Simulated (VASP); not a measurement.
# GeMo with PBE + D3(BJ): from relaxation to properties, part 2 of 5

What structure does GeMo take at this level, and what are its properties? The cell is invented: it takes the structure of a Materials Project entry for TiMo (space group 65 there), with some of its atoms replaced by other elements, volume scaled by an estimate. It may not be a known or stable phase.

VASP 6.6.1; PBE with D3(BJ); plane waves and PAW (Mo_sv, Ge_d); invented cell.

Still holding for the runs below: The k-mesh is coarse for a metal.

So far. Step 3 (Rough relaxation of the start cell): It ends with forces that vanish by symmetry and a pressure of 0.13 GPa.

## (4) Relaxing cell and atoms (PBE + D3(BJ))

Properties are meant for the cell that this level of theory prefers, so cell and atoms are relaxed first (ISIF = 3) until forces and stress are small; EDIFFG sets the threshold.

Input file INCAR:

```
SYSTEM = GeMo
PREC = Accurate
ENCUT = 410
EDIFF = 1E-06
NELM = 100
ISMEAR = 0
SIGMA = 0.05
LREAL = .FALSE.
ALGO = Normal
GGA = PE
IVDW = 12
NBANDS = 20
LORBIT = 11
LWAVE = .FALSE.
LCHARG = .FALSE.
IBRION = 2
NSW = 60
ISIF = 3
EDIFFG = -0.01
```

Input file POSCAR:

```
GeMo
1.0
    1.5893906564     -2.3388260961      0.0000000000
    1.5893906564      2.3388260961      0.0000000000
    0.0000000000      0.0000000000      4.0845895782
Mo Ge
1 1
Direct
    0.0000000000      0.0000000000      0.0000000000
    0.5000000000      0.5000000000      0.5000000000
```

Input file KPOINTS:

```
Automatic mesh
0
Gamma
10 10 7
0 0 0
```

The projector-augmented-wave data sets are Mo_sv and Ge_d (PBE family, release 64).

On the command line:

```bash
$ mpirun -np 1 vasp_std
```

Output:

```text
[... set-up lines as in an earlier step ...]
 entering main loop
       N       E                     dE             d eps       ncg     rms          rms(c)
DAV:   1     0.193457356941E+03    0.19346E+03   -0.12785E+04  6052   0.290E+03
DAV:   2     0.317300900771E+00   -0.19314E+03   -0.18665E+03  5120   0.562E+02
DAV:   3    -0.153397305896E+02   -0.15657E+02   -0.15283E+02  5560   0.111E+02
DAV:   4    -0.156519335932E+02   -0.31220E+00   -0.31158E+00  5500   0.162E+01
DAV:   5    -0.156557495054E+02   -0.38159E-02   -0.38153E-02  5548   0.203E+00    0.148E+01
DAV:   6    -0.151193181579E+02    0.53643E+00   -0.20727E+00  5372   0.103E+01    0.387E+00
DAV:   7    -0.150459148663E+02    0.73403E-01   -0.20913E-01  6296   0.498E+00    0.244E+00
DAV:   8    -0.150265890864E+02    0.19326E-01   -0.45495E-02  5480   0.193E+00    0.316E-01
DAV:   9    -0.150256349311E+02    0.95416E-03   -0.25488E-03  5704   0.754E-01    0.984E-02
DAV:  10    -0.150256497913E+02   -0.14860E-04   -0.12877E-04  5928   0.119E-01    0.397E-02
DAV:  11    -0.150256500601E+02   -0.26876E-06   -0.31871E-05  6536   0.905E-02    0.723E-03
DAV:  12    -0.150256501104E+02   -0.50330E-07   -0.19386E-06  3560   0.149E-02
   1 F= -.16180196E+02 E0= -.16179382E+02  d E =-.161802E+02
 curvature:   0.00 expect dE= 0.000E+00 dE for cont linesearch  0.000E+00
 trial: gam= 0.00000 g(F)=  0.865E-59 g(S)=  0.637E-02 ort = 0.000E+00 (trialstep = 0.100E+01)
 search vector abs. value=  0.637E-02
 bond charge predicted
       N       E                     dE             d eps       ncg     rms          rms(c)
DAV:   1    -0.150857759048E+02   -0.60126E-01   -0.13569E+00  5500   0.127E+01    0.154E+00
DAV:   2    -0.150479617608E+02    0.37814E-01   -0.72769E-02  5560   0.315E+00    0.642E-01
DAV:   3    -0.150388273213E+02    0.91344E-02   -0.13785E-02  6468   0.152E+00    0.287E-01
DAV:   4    -0.150372363672E+02    0.15910E-02   -0.26778E-03  7320   0.582E-01    0.123E-01
DAV:   5    -0.150370857789E+02    0.15059E-03   -0.29343E-04  7588   0.247E-01    0.240E-02
DAV:   6    -0.150370827809E+02    0.29980E-05   -0.17789E-05  6004   0.463E-02    0.101E-02
DAV:   7    -0.150370822756E+02    0.50529E-06   -0.14554E-06  3256   0.156E-02
   2 F= -.16183523E+02 E0= -.16182752E+02  d E =-.332660E-02
[...]
3 F= -.16183533E+02 E0= -.16182761E+02  d E =-.333716E-02
[...]
4 F= -.16183654E+02 E0= -.16182913E+02  d E =-.120645E-03
[...]
5 F= -.16183898E+02 E0= -.16183146E+02  d E =-.365021E-03
 curvature:  -0.33 expect dE=-0.951E-04 dE for cont linesearch -0.203E-06
 trial: gam= 0.30399 g(F)=  0.961E-60 g(S)=  0.285E-03 ort =-0.298E-04 (trialstep = 0.914E+00)
 search vector abs. value=  0.402E-03
 bond charge predicted
       N       E                     dE             d eps       ncg     rms          rms(c)
DAV:   1    -0.150359855766E+02   -0.26953E-02   -0.60001E-02  5276   0.234E+00    0.285E-01
DAV:   2    -0.150346623290E+02    0.13232E-02   -0.20347E-03  5780   0.598E-01    0.146E-01
DAV:   3    -0.150341765068E+02    0.48582E-03   -0.75007E-04  6476   0.354E-01    0.342E-02
DAV:   4    -0.150341651063E+02    0.11401E-04   -0.62597E-05  7076   0.772E-02    0.183E-02
DAV:   5    -0.150341613107E+02    0.37956E-05   -0.51852E-06  5872   0.374E-02    0.399E-03
DAV:   6    -0.150341612074E+02    0.10326E-06   -0.86465E-07  3072   0.995E-03
   6 F= -.16183981E+02 E0= -.16183262E+02  d E =-.826700E-04
 trial-energy change:   -0.000083  1 .order   -0.000095   -0.000253    0.000063
 step:   0.6933(harm=  0.7328)  dis= 0.00000  next Energy=   -16.183989 (dE=-0.904E-04)
 reached required accuracy - stopping structural energy minimisation
```

Run time: 3.5 min. Hardware: 1 MPI rank of AMD EPYC 7R43, shared host; peak memory 0.15 GiB.

OUTCAR, selected parts (step 4):

```text
  LATTYP: Found a base centered orthorhombic cell.
 ALAT       =     3.1787813128
 B/A-ratio  =     1.4715237482
 C/A-ratio  =     1.2849545710

The static configuration has the point symmetry D_2h.

 Found    124 irreducible k-points:

   k-points           NKPTS =    124   k-points in BZ     NKDIM =    124   number of bands    NBANDS=     20

   dimension x,y,z NGX =    20 NGY =   20 NGZ =   28
   dimension x,y,z NGXF=    40 NGYF=   40 NGZF=   56

   ENCUT  =  410.0 eV  30.13 Ry    5.49 a.u.   4.67  4.67  6.74*2*pi/ulx,y,z

   NELECT =      28.0000    total number of electrons

 Edisp (eV)   -1.15061

 E-fermi :  11.2856

 k-point     1 :       0.0000    0.0000    0.0000
  band No.  band energies     occupation
    ...
      9     -13.5720      2.00000
     10      -1.7334      2.00000
     11       6.9930      2.00000
     12       8.8047      2.00000
     13       8.9443      2.00000
     14      11.5203      0.00000
     15      11.7253      0.00000
     16      12.7727      0.00000
     17      16.9461      0.00000
     18      17.1107      0.00000
    ...

 k-point     2 :       0.1000   -0.0000    0.0000
  band No.  band energies     occupation
    ...
      9     -13.5741      2.00000
     10      -1.5054      2.00000
     11       7.2255      2.00000
     12       8.3941      2.00000
     13       8.9167      2.00000
     14      11.4760      0.00000
     15      12.1650      0.00000
     16      12.7941      0.00000
     17      15.4836      0.00000
     18      17.5256      0.00000
    ...

 Edisp (eV)   -1.14982

  Total      -0.01601     0.01353     0.00989     0.00000     0.00000     0.00000
  in kB      -0.84110     0.71096     0.51965     0.00000     0.00000     0.00000
  external pressure =        0.13 kB  Pullay stress =        0.00 kB

  energy-cutoff  :      410.00
  volume of cell :       30.49
      direct lattice vectors                 reciprocal lattice vectors
     1.606649967 -2.348948536  0.000000000     0.311206554 -0.212861198  0.000000000
     1.606649967  2.348948536  0.000000000     0.311206554  0.212861198  0.000000000
     0.000000000  0.000000000  4.039202640     0.000000000  0.000000000  0.247573615

 POSITION                                       TOTAL-FORCE (eV/Angst)
 -----------------------------------------------------------------------------------
      1.60665      2.34895      0.00000         0.000000      0.000000      0.000000
      1.60665      0.00000      2.01960        -0.000000      0.000000      0.000000
 -----------------------------------------------------------------------------------
    total drift:                                0.000000      0.000000      0.000000

  FREE ENERGIE OF THE ION-ELECTRON SYSTEM (eV)
  ---------------------------------------------------
  free  energy   TOTEN  =       -16.1839809633 eV

  energy  without entropy=      -16.1825436944  energy(sigma->0) =      -16.18326233

 total charge
# of ion       s       p       d       tot
------------------------------------------
    1        2.289   6.159   4.058  12.506
    2        1.151   1.218  10.100  12.469
--------------------------------------------------
tot          3.440   7.378  14.157  24.975

[... 2 parts as in an earlier step ...]

[... 7 further parts left out ...]
```

Step by step:

| step | energy less that of the first step (eV) | largest force (eV/Å) | pressure (GPa) | volume (Å³) |
| --- | --- | --- | --- | --- |
| 1 | 0.0000 | 0.0000 | 0.50 | 30.37 |
| 2 | -0.0033 | 0.0000 | -0.69 | 30.57 |
| 3 | -0.0033 | 0.0000 | -0.57 | 30.58 |
| 4 | -0.0035 | 0.0000 | 0.62 | 30.37 |
| 5 | -0.0037 | 0.0000 | 0.20 | 30.47 |
| 6 | -0.0038 | 0.0000 | 0.01 | 30.49 |

| conventional cell, symmetrised | before | after | change |
| --- | --- | --- | --- |
| a (Å) | 3.179 | 3.213 | +1.1 % |
| b (Å) | 4.678 | 4.698 | +0.4 % |
| c (Å) | 4.085 | 4.039 | -1.1 % |
| volume (Å³/atom) | 15.18 | 15.24 | +0.4 % |

The relaxed structure:

```xyz
2
Lattice="1.6066 -2.3489 0.0000 1.6066 2.3489 0.0000 0.0000 0.0000 4.0392" Properties=species:S:1:pos:R:3 pbc="T T T"
Mo    0.0000    0.0000    0.0000
Ge    1.6066    0.0000    2.0196
```

Numbers from this step:

* irreducible k-points: 124
* free energy (TOTEN): -16.18 eV
* energy at zero smearing: -16.18 eV
* Fermi energy: 11.29 eV
* pressure: 0.01298 GPa
* SCF cycles over all ionic steps: 42

It ends with forces that vanish by symmetry and a pressure of 0.01 GPa.

## (5) Density, ELF and potential (PBE + D3(BJ))

The relaxed cell gets a fresh self-consistent run, on a basis set for its own volume, to fix the density and to check the remaining stress.

Edit INCAR of step 4 so:

```diff
@@ -14,6 +14,5 @@
 LWAVE = .FALSE.
-LCHARG = .FALSE.
-IBRION = 2
-NSW = 60
-ISIF = 3
-EDIFFG = -0.01
+LCHARG = .TRUE.
+ISIF = 2
+LELF = .TRUE.
+LVHAR = .TRUE.
```

Input file POSCAR:

```
GeMo
1.0
    1.6066499670     -2.3489485359      0.0000000000
    1.6066499670      2.3489485359      0.0000000000
    0.0000000000      0.0000000000      4.0392026395
Mo Ge
1 1
Direct
    0.0000000000      0.0000000000      0.0000000000
    0.5000000000      0.5000000000      0.5000000000
```

KPOINTS is that of step 4.

On the command line:

```bash
$ mpirun -np 1 vasp_std
```

Output:

```text
[... set-up lines as in an earlier step ...]
 entering main loop
       N       E                     dE             d eps       ncg     rms          rms(c)
DAV:   1     0.196109922112E+03    0.19611E+03   -0.12866E+04  5988   0.293E+03
DAV:   2     0.375560443770E+00   -0.19573E+03   -0.18912E+03  5140   0.559E+02
DAV:   3    -0.153596704572E+02   -0.15735E+02   -0.15322E+02  5532   0.110E+02
DAV:   4    -0.156759687423E+02   -0.31630E+00   -0.31553E+00  5592   0.162E+01
DAV:   5    -0.156797222447E+02   -0.37535E-02   -0.37533E-02  5524   0.201E+00    0.148E+01
DAV:   6    -0.151254113562E+02    0.55431E+00   -0.21614E+00  5352   0.104E+01    0.378E+00
DAV:   7    -0.150550870767E+02    0.70324E-01   -0.20368E-01  6312   0.501E+00    0.244E+00
DAV:   8    -0.150356768396E+02    0.19410E-01   -0.45276E-02  5484   0.196E+00    0.309E-01
DAV:   9    -0.150347649810E+02    0.91186E-03   -0.25307E-03  5732   0.739E-01    0.988E-02
DAV:  10    -0.150347812192E+02   -0.16238E-04   -0.13777E-04  6024   0.127E-01    0.378E-02
DAV:  11    -0.150347809437E+02    0.27552E-06   -0.33754E-05  6568   0.918E-02    0.769E-03
DAV:  12    -0.150347809983E+02   -0.54642E-07   -0.22393E-06  3748   0.155E-02
   1 F= -.16184601E+02 E0= -.16183882E+02  d E =-.143799E-02
```

Run time: 54 s. Hardware: 1 MPI rank; peak memory 0.15 GiB.

Parts of OUTCAR (step 5):

```text
  LATTYP: Found a base centered orthorhombic cell.
 ALAT       =     3.2132999340
 B/A-ratio  =     1.4620163596
 C/A-ratio  =     1.2570263351

The static configuration has the point symmetry D_2h.

 Found    124 irreducible k-points:

   ENCUT  =  410.0 eV  30.13 Ry    5.49 a.u.   4.70  4.70  6.67*2*pi/ulx,y,z

   NELECT =      28.0000    total number of electrons

 E-fermi :  11.2857

 k-point     1 :       0.0000    0.0000    0.0000
  band No.  band energies     occupation
    ...
      9     -13.5723      2.00000
     10      -1.7334      2.00000
     11       6.9930      2.00000
     12       8.8046      2.00000
     13       8.9446      2.00000
     14      11.5205      0.00000
     15      11.7254      0.00000
     16      12.7728      0.00000
     17      16.9461      0.00000
     18      17.1107      0.00000
    ...

 k-point     2 :       0.1000   -0.0000    0.0000
  band No.  band energies     occupation
    ...
      9     -13.5742      2.00000
     10      -1.5055      2.00000
     11       7.2255      2.00000
     12       8.3940      2.00000
     13       8.9170      2.00000
     14      11.4764      0.00000
     15      12.1651      0.00000
     16      12.7942      0.00000
     17      15.4837      0.00000
     18      17.5257      0.00000
    ...

 Edisp (eV)   -1.14982

  Total      -0.01409     0.00744    -0.00771    -0.00000     0.00000     0.00000
  in kB      -0.74045     0.39098    -0.40520    -0.00000     0.00000     0.00000
  external pressure =       -0.25 kB  Pullay stress =        0.00 kB

 POSITION                                       TOTAL-FORCE (eV/Angst)
 -----------------------------------------------------------------------------------
      0.00000      0.00000      0.00000         0.000000      0.000000      0.000000
      1.60665      0.00000      2.01960         0.000000     -0.000000      0.000000
 -----------------------------------------------------------------------------------
    total drift:                                0.000000      0.000000      0.000000

  FREE ENERGIE OF THE ION-ELECTRON SYSTEM (eV)
  ---------------------------------------------------
  free  energy   TOTEN  =       -16.1846007542 eV

  energy  without entropy=      -16.1831627606  energy(sigma->0) =      -16.18388176

[... 5 parts as in an earlier step ...]

[... 7 further parts left out ...]
```

This step gave:

| Item | Value |
| --- | --- |
| SCF cycles | 12 |
| pressure | -0.02516 GPa |

Valence electrons inside each PAW sphere by angular momentum. Sphere charges, by row:

| atom | s (e) | p (e) | d (e) | tot (e) |
| --- | --- | --- | --- | --- |
| Mo1 | 2.289 | 6.159 | 4.058 | 12.51 |
| Ge2 | 1.151 | 1.218 | 10.1 | 12.47 |

Electrostatic potential energy in the ac plane of the conventional cell at fractional y = 0.000, with atoms of Mo and Ge within 0.2 Å of it. With pseudopotentials it is smooth inside the atoms' cores, unlike the true potential.

Ten even steps from '_' (-64 eV) to '@' (0 eV), each cell a mean:
```
____..--**@@@@@@@@%%++--____
__..::++##@@@@@@@@@@##==::__
::--++##%%@@@@@@@@@@%%**==--
****##%%@@@@@@@@@@@@@@%%##**
%%@@@@@@%%%%##**##%%@@@@@@%%
@@@@@@%%##++==--==++##@@@@@@
@@@@@@%%++--::..::==**%%@@@@
@@@@@@##==::____..::++%%@@@@
@@@@@@##==..____..::++##@@@@
@@@@@@##++::......--++%%@@@@
@@@@@@%%**==------++##@@@@@@
@@@@@@@@%%##**++**##%%@@@@@@
**##%%@@@@@@%%%%@@@@@@%%####
--==++##@@@@@@@@@@@@%%##++==
....--++%%@@@@@@@@@@##==::..
____..--##@@@@@@@@%%**--..__
____..--**@@@@@@@@%%++::____
```
Columns run along a (3.2 Å; values clipped at the 3rd and 97th percentile), rows up along c (4.0 Å), edges of the conventional cell, whose origin can differ from the input's. Atoms in or near the plane, at fractional coordinates: Mo at (0.00, 0.00), Ge at (0.50, 0.50).

ELF in the ac plane of the conventional cell at fractional y = 0.000, with atoms of Mo and Ge within 0.2 Å of it. It is the smooth field of the valence electrons, not physical close to the nuclei.

Ten even steps from '_' (0.17) to '@' (0.70), each cell a mean:
```
++%%@@##::__..::..__--%%@@##
@@@@%%++..__::--..__::**@@@@
@@%%++::..::==++==::..--**%%
====::::--++****++==--::--==
....::==++**********++==::..
..::==******++==++****++==::
::--++****--....::==****++--
::==++++==..______::++++++--
::==++++==..______::++++++--
::--++**++::____..--**++++--
..--++****++==--==******==::
....--++**************==::..
----::::==++******++--::::--
%%##==::..--++++==::..::++##
@@@@%%==....----::__..++@@@@
**@@@@**..__..::..__::%%@@%%
::##@@##::__..::____--@@@@**
```
Columns run along a (3.2 Å), rows up along c (4.0 Å), edges of the conventional cell, whose origin can differ from the input's. Atoms in or near the plane, at fractional coordinates: Mo at (0.00, 0.00), Ge at (0.50, 0.50).

Valence density in the ac plane of the conventional cell at fractional y = 0.000, with atoms of Mo and Ge within 0.2 Å of it. It is the smooth field of the valence electrons, not physical close to the nuclei.

Values in e/Å³, 17 rows by 14 columns, each cell a mean:
```
 7  7  4  2  1  0  0  0  0  0  1  3  5  7
 6  5  3  1  1  0  0  0  0  0  1  2  4  5
 3  2  1  1  0  0  0  0  0  0  0  1  2  3
 1  1  1  0  0  0  0  0  0  0  0  1  1  1
 0  0  0  0  0  1  1  1  1  1  0  0  0  0
 0  0  0  0  1  2  3  4  3  1  1  0  0  0
 0  0  0  1  2  5  8  9  7  3  1  0  0  0
 0  0  0  1  3  8 14 16 13  6  2  1  0  0
 0  0  0  1  3  9 15 17 13  6  2  1  0  0
 0  0  0  1  2  6 10 12  9  4  1  0  0  0
 0  0  0  0  1  2  4  5  4  2  1  0  0  0
 0  0  0  0  1  1  1  1  1  1  0  0  0  0
 1  1  1  0  0  0  0  0  0  0  0  0  1  1
 2  2  1  1  0  0  0  0  0  0  0  1  1  2
 5  4  2  1  1  0  0  0  0  0  1  1  3  4
 7  6  4  2  1  0  0  0  0  0  1  2  5  7
 7  7  5  2  1  0  0  0  0  0  1  3  6  7
```
Columns run along a (3.2 Å), rows up along c (4.0 Å), edges of the conventional cell, whose origin can differ from the input's. Atoms in or near the plane, at fractional coordinates: Mo at (0.00, 0.00), Ge at (0.50, 0.50).

In this run the pressure is -0.03 GPa, small enough to go on.

(Part 2 of 5 ends here.)

[Lines on the potential files, build, host, timing and source positions are cut from VASP's logs without a mark.]

[Logs are printed without paths, hosts, clocks, repeated set-up lines and the standing remarks that a program may print on its own settings, such as how far it seeks lower states.]

[Hosts, paths, dates, database ids (printed as entryN), source tags and the programs' standing remarks are cut or masked in the printed files.]

[A measured line is paired with the nearest computed mode of its activity, which favours agreement.]
